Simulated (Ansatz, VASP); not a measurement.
**GaP in two plane-wave programs**

Aim: how closely do two programs agree when they are given the same cell, functional and k mesh? The cell is taken from a series of runs on this material, whose earlier steps may have relaxed, scaled, displaced or heated it; both programs get it as it stands.

Main program and level: Ansatz 0.2.0; plane waves, with VASP 6.6.1 beside it; zone-centre phonons at LDA.

## 1. Starting point

It takes space group R3m (No. 160, trigonal). The conventional cell has a = 3.850 Å, b = 3.850 Å, c = 9.296 Å, α = 90.00°, β = 90.00°, γ = 120.00°. P has 4 Ga at 2.34 to 2.35 Å nearest. Nearest to Ga lie 4 P at 2.34 to 2.35 Å. Farther neighbours are not listed.

Coordinates:

```cif
data_structure
_symmetry_space_group_name_H-M 'P 1'
_symmetry_Int_Tables_number 1
_cell_length_a 3.8136
_cell_length_b 3.8136
_cell_length_c 3.8136
_cell_angle_alpha 60.640
_cell_angle_beta 60.640
_cell_angle_gamma 60.640
_cell_volume 39.79
loop_
_atom_site_label
_atom_site_type_symbol
_atom_site_fract_x
_atom_site_fract_y
_atom_site_fract_z
_atom_site_occupancy
P1 P 0.74932 0.74932 0.74932 1
Ga2 Ga 0.00068 0.00068 0.00068 1
```

## 2. VASP: zone-centre phonons, LDA

Second derivatives magnify differences that forces hide, and they need a tight electronic threshold.

Lines of VASP's logs that name or quote its potential files are left out, and so is its time.

File INCAR:

```
SYSTEM = GaP
PREC = Accurate
ENCUT = 500
EDIFF = 1E-08
NELM = 120
ISMEAR = 0
SIGMA = 0.01
LREAL = .FALSE.
ALGO = Normal
GGA = CA
NBANDS = 15
LORBIT = 11
LWAVE = .FALSE.
LCHARG = .FALSE.
ISIF = 2
IBRION = 8
LEPSILON = .TRUE.
LASPH = .TRUE.
GGA_COMPAT = .FALSE.
EFERMI = MIDGAP
KPAR = 2
```

File POSCAR:

```
GaP
1.0
   -0.0260908890      2.6965718797      2.6965718797
    2.6965718797     -0.0260908890      2.6965718797
    2.6965718797      2.6965718797     -0.0260908890
P Ga
1 1
Direct
    0.7493236672      0.7493236672      0.7493236672
    0.0006763328      0.0006763328      0.0006763328
```

File KPOINTS:

```
Automatic mesh
0
Gamma
12 12 12
0 0 0
```

PAW data sets: P and Ga_d (LDA family, release 64).

Started as:

```sh
$ mpirun -np 2 vasp_std
```

Numbers of over 12 decimals in the logs are rounded to 6 here.

Log:

```text
[banner, memory and clock lines left out]
running    2 mpi-ranks, on    1 nodes
 distrk:  each k-point on    1 cores,    2 groups
 distr:  one band on    1 cores,    1 groups

 POSCAR found type information on POSCAR P Ga
 POSCAR found :  2 types and       2 ions
 LDA part: xc-table for (Slater(with rela. corr.)+CA(PZ))
 , standard interpolation
 POSCAR, INCAR and KPOINTS ok, starting setup
 FFT: planning ... GRIDC
 FFT: planning ... GRID_SOFT
 FFT: planning ... GRID
 WAVECAR not read
 entering main loop
       N       E                     dE             d eps       ncg     rms          rms(c)
DAV:   1     0.798640471019E+02    0.79864E+02   -0.89929E+03  5869   0.170E+03
DAV:   2    -0.450875480515E+01   -0.84373E+02   -0.80282E+02  6440   0.316E+02
DAV:   3    -0.106697973481E+02   -0.61610E+01   -0.61373E+01  7105   0.684E+01
DAV:   4    -0.107732520956E+02   -0.10345E+00   -0.10342E+00  7014   0.963E+00
DAV:   5    -0.107753609040E+02   -0.21088E-02   -0.21087E-02  7381   0.121E+00    0.441E+00
DAV:   6    -0.105023880955E+02    0.27297E+00   -0.38379E-01  8762   0.111E+01    0.283E+00
DAV:   7    -0.104536068241E+02    0.48781E-01   -0.90049E-02  7399   0.219E+00    0.105E+00
DAV:   8    -0.104489384758E+02    0.46683E-02   -0.12019E-02  7246   0.127E+00    0.199E-01
DAV:   9    -0.104489041367E+02    0.34339E-04   -0.10298E-03  8510   0.425E-01    0.636E-02
DAV:  10    -0.104489028288E+02    0.13079E-05   -0.51084E-05  8770   0.850E-02    0.253E-02
DAV:  11    -0.104489089779E+02   -0.61491E-05   -0.86236E-06  7098   0.438E-02    0.730E-03
DAV:  12    -0.104489087730E+02    0.20489E-06   -0.56450E-07  7225   0.805E-03    0.468E-03
DAV:  13    -0.104489087605E+02    0.12514E-07   -0.17762E-07  7331   0.410E-03    0.708E-04
DAV:  14    -0.104489087593E+02    0.11596E-08   -0.11848E-08  5011   0.151E-03
   1 F= -.10448909E+02 E0= -.10448909E+02  d E =0.000000E+00
 Linear response reoptimize wavefunctions to high precision
DAV:   1    -0.104489087596E+02   -0.31923E-09   -0.19957E-09  5884   0.675E-04
DAV:   2    -0.104489087597E+02   -0.37289E-10   -0.35953E-10  3815   0.172E-04
 Linear response G [H, r] |phi>, progress :
  Direction:   1
       N       E                     dE             d eps       ncg     rms
RMM:   1    -0.401275536759E+02   -0.40128E+02    0.17079E+02  6558   0.235E+02
RMM:   2    -0.464916916683E+02   -0.63641E+01   -0.20595E+01 11863   0.346E+01
RMM:   3    -0.475038448577E+02   -0.10122E+01   -0.25138E+00 11816   0.845E+00
RMM:   4    -0.474974615565E+02    0.63833E-02   -0.20034E-01 12360   0.232E+00
RMM:   5    -0.474961668293E+02    0.12947E-02   -0.40376E-02 12486   0.608E-01
RMM:   6    -0.474929381579E+02    0.32287E-02    0.17286E-03 12631   0.202E-01
RMM:   7    -0.474932678970E+02   -0.32974E-03   -0.60311E-04 12712   0.740E-02
RMM:   8    -0.474931775903E+02    0.90307E-04    0.46106E-04 12902   0.307E-02
RMM:   9    -0.474932347652E+02   -0.57175E-04   -0.77006E-05 12744   0.137E-02
RMM:  10    -0.474932364954E+02   -0.17303E-05   -0.87248E-05 12592   0.698E-03
RMM:  11    -0.474932317415E+02    0.47540E-05   -0.38187E-05 11342   0.413E-03
RMM:  12    -0.474932067488E+02    0.24993E-04    0.21208E-04 10022   0.290E-03
RMM:  13    -0.474932239891E+02   -0.17240E-04    0.39628E-05  8516   0.231E-03
RMM:  14    -0.474932202765E+02    0.37126E-05    0.77274E-05  7443   0.208E-03
RMM:  15    -0.474932220309E+02   -0.17544E-05    0.59584E-05  6973   0.192E-03
RMM:  16    -0.474932216867E+02    0.34418E-06    0.63640E-05  6806   0.191E-03
RMM:  17    -0.474932213155E+02    0.37117E-06    0.65539E-05  6672   0.184E-03
RMM:  18    -0.474932217826E+02   -0.46710E-06    0.52292E-05  6516   0.187E-03
 Linear response G [H, r] |phi>, progress :
  Direction:   2
       N       E                     dE             d eps       ncg     rms
RMM:   1    -0.398122340318E+02   -0.39812E+02    0.13890E+02  6650   0.237E+02
RMM:   2    -0.510211108213E+02   -0.11209E+02   -0.13824E+01 11959   0.343E+01
RMM:   3    -0.526366710356E+02   -0.16156E+01   -0.22837E+00 11592   0.855E+00
RMM:   4    -0.526387646430E+02   -0.20936E-02   -0.23026E-01 12291   0.239E+00
RMM:   5    -0.526381734292E+02    0.59121E-03   -0.81052E-02 12287   0.603E-01
RMM:   6    -0.526306012403E+02    0.75722E-02    0.53396E-03 12548   0.197E-01
RMM:   7    -0.526313849991E+02   -0.78376E-03   -0.15842E-03 12613   0.701E-02
RMM:   8    -0.526311967349E+02    0.18826E-03    0.46847E-04 12794   0.290E-02
RMM:   9    -0.526312565756E+02   -0.59841E-04   -0.99688E-05 12732   0.128E-02
RMM:  10    -0.526312470383E+02    0.95373E-05    0.23571E-06 12689   0.672E-03
RMM:  11    -0.526312466175E+02    0.42077E-06    0.80882E-06 11496   0.389E-03
RMM:  12    -0.526312457180E+02    0.89950E-06    0.17476E-05 10213   0.273E-03
RMM:  13    -0.526312517473E+02   -0.60293E-05   -0.42743E-05  8673   0.213E-03
RMM:  14    -0.526312489493E+02    0.27980E-05   -0.14758E-05  7478   0.192E-03
[...]
RMM:   8    -0.120632963928E+01   -0.13940E-07   -0.14062E-07 11996   0.194E-03
RMM:   9    -0.120632964821E+01   -0.89246E-08   -0.36478E-08 11139   0.701E-04
 change of polarisation eV/A/(eV/A) component  1 :     2.413     0.596     0.126
 dielectric tensor                  component  1 :    11.973     2.710     0.574
 Linear response to external field (no local field effect), progress :
  Direction:   2
[...]
RMM:   9    -0.114058954136E+01    0.24793E-04   -0.12148E-06 30309   0.418E-03    0.356E-04
RMM:  10    -0.114058745629E+01    0.20851E-05    0.23817E-07 30398   0.162E-03    0.145E-04
RMM:  11    -0.114058288544E+01    0.45708E-05   -0.49431E-07 30084   0.737E-04    0.655E-05
RMM:  12    -0.114058182506E+01    0.10604E-05    0.48206E-08 25298   0.293E-04    0.329E-05
RMM:  13    -0.114058131764E+01    0.50742E-06   -0.45423E-08 14224   0.129E-04    0.457E-06
 change of polarisation eV/A/(eV/A) component  1 :     2.160     0.430    -0.464
 dielectric tensor                  component  1 :    10.825     1.956    -2.108
 Linear response to external field, progress :
  Direction:   2
       N       E                     dE             d eps       ncg     rms          rms(c)
RMM:   1    -0.123943475626E+00   -0.12394E+00    0.51820E+00 15577   0.838E+00
RMM:   2    -0.115562727230E+01   -0.10317E+01   -0.66979E-02 28733   0.176E+00    0.147E+00
RMM:   3    -0.110960533999E+01    0.46022E-01   -0.30965E-02 28968   0.102E+00    0.846E-01
RMM:   4    -0.113030940919E+01   -0.20704E-01   -0.26607E-02 29101   0.941E-01    0.158E-01
RMM:   5    -0.113707266846E+01   -0.67633E-02   -0.16299E-03 29923   0.275E-01    0.371E-02
RMM:   6    -0.114039911906E+01   -0.33265E-02   -0.15316E-04 30036   0.901E-02    0.273E-02
RMM:   7    -0.114045145583E+01   -0.52337E-04   -0.17044E-05 29693   0.324E-02    0.225E-03
RMM:   8    -0.114061248620E+01   -0.16103E-03   -0.12360E-06 30708   0.107E-02    0.860E-04
RMM:   9    -0.114058715195E+01    0.25334E-04    0.93419E-07 30291   0.418E-03    0.356E-04
RMM:  10    -0.114058517461E+01    0.19773E-05    0.54189E-07 30412   0.162E-03    0.145E-04
RMM:  11    -0.114058059157E+01    0.45830E-05    0.41250E-07 30095   0.734E-04    0.649E-05
RMM:  12    -0.114057958589E+01    0.10057E-05    0.22121E-07 25351   0.292E-04    0.317E-05
RMM:  13    -0.114057912037E+01    0.46553E-06    0.10168E-07 14192   0.128E-04    0.387E-06
 change of polarisation eV/A/(eV/A) component  2 :     0.247     2.160    -0.281
 dielectric tensor                  component  2 :     1.126    10.825    -1.280
 Linear response to external field, progress :
  Direction:   3
       N       E                     dE             d eps       ncg     rms          rms(c)
RMM:   1    -0.125057550092E+00   -0.12506E+00    0.51708E+00 15577   0.838E+00
RMM:   2    -0.115564739539E+01   -0.10306E+01   -0.67363E-02 28731   0.176E+00    0.147E+00
RMM:   3    -0.110960737837E+01    0.46040E-01   -0.30871E-02 28950   0.102E+00    0.846E-01
RMM:   4    -0.113029234891E+01   -0.20685E-01   -0.26523E-02 29113   0.941E-01    0.158E-01
RMM:   5    -0.113710202127E+01   -0.68097E-02   -0.16885E-03 29916   0.275E-01    0.370E-02
RMM:   6    -0.114039891820E+01   -0.32969E-02   -0.14105E-04 30039   0.899E-02    0.273E-02
RMM:   7    -0.114045281013E+01   -0.53892E-04   -0.14156E-05 29685   0.324E-02    0.228E-03
RMM:   8    -0.114061345402E+01   -0.16064E-03    0.56417E-07 30715   0.107E-02    0.867E-04
RMM:   9    -0.114058828539E+01    0.25169E-04   -0.11947E-06 30333   0.418E-03    0.358E-04
RMM:  10    -0.114058624423E+01    0.20412E-05    0.76808E-08 30394   0.162E-03    0.145E-04
RMM:  11    -0.114058162287E+01    0.46214E-05   -0.44732E-07 30104   0.734E-04    0.667E-05
RMM:  12    -0.114058057104E+01    0.10518E-05    0.25559E-08 25041   0.291E-04    0.331E-05
RMM:  13    -0.114058004243E+01    0.52860E-06   -0.16668E-08 14191   0.129E-04    0.427E-06
 change of polarisation eV/A/(eV/A) component  3 :     0.430    -0.463     2.160
 dielectric tensor                  component  3 :     1.955    -2.107    10.825
 Linear response DOF=           2
 Linear response progress:
  Degree of freedom:   1/  2
       N       E                     dE             d eps       ncg     rms          rms(c)
RMM:   1    -0.509288727162E-01   -0.50929E-01    0.41463E-03 33183   0.180E+00
RMM:   2    -0.473271265639E-01    0.36017E-02   -0.60387E-03 26132   0.535E-01    0.121E-01
RMM:   3    -0.473628878342E-01   -0.35761E-04   -0.49049E-04 28880   0.173E-01    0.588E-02
RMM:   4    -0.476184603771E-01   -0.25557E-03   -0.61117E-05 28116   0.646E-02    0.112E-02
RMM:   5    -0.476337829765E-01   -0.15323E-04   -0.46844E-06 30206   0.220E-02    0.691E-03
RMM:   6    -0.476174055004E-01    0.16377E-04   -0.11874E-06 28171   0.794E-03    0.384E-03
RMM:   7    -0.476180569149E-01   -0.65141E-06   -0.59268E-07 29864   0.310E-03    0.759E-04
RMM:   8    -0.476158758651E-01    0.21810E-05   -0.10548E-07 28717   0.107E-03    0.176E-04
RMM:   9    -0.476155706145E-01    0.30525E-06   -0.52024E-08 29707   0.328E-04    0.379E-05
RMM:  10    -0.476155576849E-01    0.12930E-07   -0.35470E-08 28938   0.119E-04    0.395E-06
RMM:  11    -0.476155564945E-01    0.11904E-08   -0.44172E-08 29957   0.499E-05    0.317E-06
 first order change of Fermi-energy  -0.86207E+00
 force on displaced ion       1 direction 1 : -10.105  -0.100  -0.100
 Born effective charge ion    1 direction 1 :  -2.100   0.019   0.019
 Linear response progress:
  Degree of freedom:   2/  2
       N       E                     dE             d eps       ncg     rms          rms(c)
RMM:   1    -0.167010950259E+00   -0.16701E+00    0.11430E-01 17951   0.863E+00
RMM:   2    -0.164903522756E+00    0.21074E-02   -0.24997E-02 27736   0.143E+00    0.553E-02
RMM:   3    -0.165388664360E+00   -0.48514E-03   -0.37827E-03 28993   0.425E-01    0.408E-02
RMM:   4    -0.165258234782E+00    0.13043E-03   -0.13751E-03 30503   0.167E-01    0.145E-02
RMM:   5    -0.165233366896E+00    0.24868E-04   -0.17712E-05 30391   0.406E-02    0.515E-03
RMM:   6    -0.165237616037E+00   -0.42491E-05    0.75291E-06 29985   0.144E-02    0.829E-04
RMM:   7    -0.165238360532E+00   -0.74450E-06    0.47111E-06 30091   0.580E-03    0.128E-04
RMM:   8    -0.165237850007E+00    0.51053E-06    0.26372E-06 30531   0.246E-03    0.418E-05
RMM:   9    -0.165237720637E+00    0.12937E-06    0.16433E-06 30567   0.103E-03    0.234E-05
RMM:  10    -0.165237773975E+00   -0.53338E-07    0.72413E-07 30699   0.460E-04    0.130E-05
RMM:  11    -0.165237800225E+00   -0.26250E-07    0.12865E-07 30395   0.218E-04    0.445E-06
RMM:  12    -0.165237798974E+00    0.12516E-08    0.90263E-08 31116   0.106E-04    0.164E-06
 first order change of Fermi-energy   0.86245E+00
 force on displaced ion       2 direction 1 : -10.136  -0.093  -0.093
 Born effective charge ion    2 direction 1 :   2.087  -0.019  -0.019
 Born effective charges drift removed
 Linear response finished
```

From OUTCAR (step 2):

```text
ion  position               nearest neighbor table
   1  0.749  0.749  0.749-   2 2.34   2 2.35   2 2.35   2 2.35
   2  0.001  0.001  0.001-   1 2.34   1 2.35   1 2.35   1 2.35

  LATTYP: Found a trigonal (rhomboedric) cell.
 ALAT       =     3.8136177757
 COS(alpha) =     0.4903014727

 Subroutine GETGRP returns: Found  6 space group operations
 (whereof  6 operations were pure point group operations)

The static configuration has the point symmetry C_3v.

 Found    189 irreducible k-points:

   k-points           NKPTS =    189   k-points in BZ     NKDIM =    189   number of bands    NBANDS=     15

   dimension x,y,z NGX =    28 NGY =   28 NGZ =   28
   dimension x,y,z NGXF=    56 NGYF=   56 NGZF=   56

   ENCUT  =  500.0 eV  36.75 Ry    6.06 a.u.   6.95  6.95  6.95*2*pi/ulx,y,z

   NELECT =      18.0000    total number of electrons

 k-points in reciprocal lattice and weights: Automatic mesh
   0.00000000  0.00000000  0.00000000       0.001
   0.08333333 -0.00000000 -0.00000000       0.003
   0.16666667 -0.00000000 -0.00000000       0.003
   0.25000000  0.00000000 -0.00000000       0.003
   0.33333333 -0.00000000 -0.00000000       0.003
   0.41666667 -0.00000000 -0.00000000       0.003
   0.50000000  0.00000000 -0.00000000       0.002
   0.08333333  0.08333333 -0.00000000       0.003
   0.16666667  0.08333333 -0.00000000       0.007
[...]
-0.41666667  0.50000000  0.41666667       0.003
   0.50000000  0.50000000  0.50000000       0.001

 average (electrostatic) potential at core
       1 -84.4627       2 -66.4037

  Total       -0.3077962     -0.3077962     -0.3077962      0.1658953      0.1658953      0.1658953
  in kB      -12.3951065    -12.3951065    -12.3951065      6.6806860      6.6806860      6.6806860
  external PRESSURE =     -12.3951065 kB  Pullay stress =       0.0000000 kB

  energy-cutoff  :      500.00
  volume of cell :       39.79
      direct lattice vectors                 reciprocal lattice vectors
    -0.026090889  2.696571880  2.696571880    -0.182751001  0.184536498  0.184536498
     2.696571880 -0.026090889  2.696571880     0.184536498 -0.182751001  0.184536498
     2.696571880  2.696571880 -0.026090889     0.184536498  0.184536498 -0.182751001

 POSITION                                       TOTAL-FORCE (eV/Angst)
 -----------------------------------------------------------------------------------
      4.02166      4.02166      4.02166        -0.000160     -0.000160     -0.000160
      0.00363      0.00363      0.00363         0.000160      0.000160      0.000160
 -----------------------------------------------------------------------------------
    total drift:                               -0.000068     -0.000068     -0.000068

 MACROSCOPIC STATIC DIELECTRIC TENSOR (including local field effects in DFT)
 ------------------------------------------------------
          10.825315    -0.076410    -0.076410
          -0.076410    10.825315    -0.076410
          -0.076410    -0.076410    10.825315
 ------------------------------------------------------

 PIEZOELECTRIC TENSOR (including local field effects)  for field in x, y, z        (C/m^2)
          XX          YY          ZZ          XY          YZ          ZX
  --------------------------------------------------------------------------------
  x     0.01921    -0.01714    -0.01714     0.00011     0.78083     0.00011
  y    -0.01714     0.01921    -0.01714     0.00011     0.00011     0.78083
  z    -0.01714    -0.01714     0.01921     0.78083     0.00011     0.00011

 BORN EFFECTIVE CHARGES (including local field effects) (in |e|, cummulative output)
 ---------------------------------------------------------------------------------
 ion    1
    1    -2.09298     0.01865     0.01865
    2     0.01865    -2.09298     0.01865
    3     0.01865     0.01865    -2.09298
 ion    2
    1     2.09298    -0.01865    -0.01865
    2    -0.01865     2.09298    -0.01865
    3    -0.01865    -0.01865     2.09298

 Eigenvectors and eigenvalues of the dynamical matrix
 ----------------------------------------------------

   1 f  =   10.839516 THz    68.106689 2PiTHz  361.567341 cm-1    44.828617 meV
             X         Y         Z           dx          dy          dz
      4.021660  4.021660  4.021660    -0.480290   -0.480290   -0.480290
      0.003630  0.003630  0.003630     0.320399    0.320399    0.320399

   2 f  =   10.683798 THz    67.128285 2PiTHz  356.373153 cm-1    44.184620 meV
             X         Y         Z           dx          dy          dz
      4.021660  4.021660  4.021660    -0.608869    0.564725    0.044144
      0.003630  0.003630  0.003630     0.406602   -0.377123   -0.029480

   3 f  =   10.683798 THz    67.128285 2PiTHz  356.373153 cm-1    44.184620 meV
             X         Y         Z           dx          dy          dz
      4.021660  4.021660  4.021660    -0.300557   -0.377017    0.677575
      0.003630  0.003630  0.003630     0.200712    0.251772   -0.452484

   4 f/i=    0.004342 THz     0.027279 2PiTHz    0.144819 cm-1     0.017955 meV
             X         Y         Z           dx          dy          dz
      4.021660  4.021660  4.021660     0.320399    0.320399    0.320399
      0.003630  0.003630  0.003630     0.480290    0.480290    0.480290

   5 f/i=    0.009484 THz     0.059588 2PiTHz    0.316344 cm-1     0.039222 meV
             X         Y         Z           dx          dy          dz
      4.021660  4.021660  4.021660    -0.453252    0.215248    0.238005
      0.003630  0.003630  0.003630    -0.678726    0.322324    0.356402

   6 f/i=    0.009484 THz     0.059588 2PiTHz    0.316344 cm-1     0.039222 meV
             X         Y         Z           dx          dy          dz
      4.021660  4.021660  4.021660     0.013139   -0.399098    0.385959
      0.003630  0.003630  0.003630     0.019675   -0.597631    0.577957

 MACROSCOPIC STATIC DIELECTRIC TENSOR IONIC CONTRIBUTION
 ------------------------------------------------------
           1.969997    -0.053251    -0.053251
          -0.053251     1.969997    -0.053251
          -0.053251    -0.053251     1.969997
 ------------------------------------------------------

 ELASTIC MODULI CONTR FROM IONIC RELAXATION (kBar)
 Direction    XX          YY          ZZ          XY          YZ          ZX
 --------------------------------------------------------------------------------
 XX          -0.7353     -0.6883     -0.6883     -6.1611     -9.2796     -6.3848
 YY          -0.6883     -0.7353     -0.6883     -6.3848     -6.1611     -9.2796
 ZZ          -0.6883     -0.6883     -0.7353     -9.2796     -6.3848     -6.1611
 XY          -6.1611     -6.3848     -9.2796   -203.7912    -10.8807    -10.8807
 YZ          -9.2796     -6.1611     -6.3848    -10.8807   -203.7912    -10.8807
 ZX          -6.3848     -9.2796     -6.1611    -10.8807    -10.8807   -203.7912
 --------------------------------------------------------------------------------

 PIEZOELECTRIC TENSOR IONIC CONTR  for field in x, y, z        (C/m^2)
          XX          YY          ZZ          XY          YZ          ZX
  --------------------------------------------------------------------------------
  x    -0.02580    -0.01662    -0.01662     0.01403    -0.59444    -0.02962
  y    -0.01662    -0.02580    -0.01662    -0.02962     0.01403    -0.59444
  z    -0.01662    -0.01662    -0.02580    -0.59444    -0.02962     0.01403
```

(Part 1 of 2 ends here.)

[Lines on the potential files, build, host, timing and source positions are cut from VASP's logs without a mark.]

[Logs are printed without paths, hosts, clocks, repeated set-up lines and the standing remarks that a program may print on its own settings, such as how far it seeks lower states.]

[Hosts, paths, dates, database ids (printed as entryN), source tags and the programs' standing remarks are cut or masked in the printed files.]
